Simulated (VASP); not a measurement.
```
CELL_PARAMETERS angstrom
      0.00000     3.16200     3.16200
      3.16200     0.00000     3.16200
      3.16200     3.16200     0.00000
ATOMIC_POSITIONS crystal
  Ba 0.00000 0.00000 0.00000
  F  0.25000 0.25000 0.25000
  F  0.75000 0.75000 0.75000
```

All values below come from PBE GGA, VASP's PBE PAW potentials (set 64) (plane waves; VASP 6.6.1). Numerical set-up: 520 eV cut-off, 5×5×5 Γ-centred mesh, Gaussian smearing of 0.050 eV, potentials Ba_sv F.

Give the stress tensor in GPa (positive for a compressed cell).

```
-1.01   0.00   0.00
 0.00  -1.01   0.00
 0.00   0.00  -1.01
```
The pressure is its mean diagonal, -1.01 GPa.

The compound is BaF2 in the fluorite structure. The cell was not relaxed at this level.
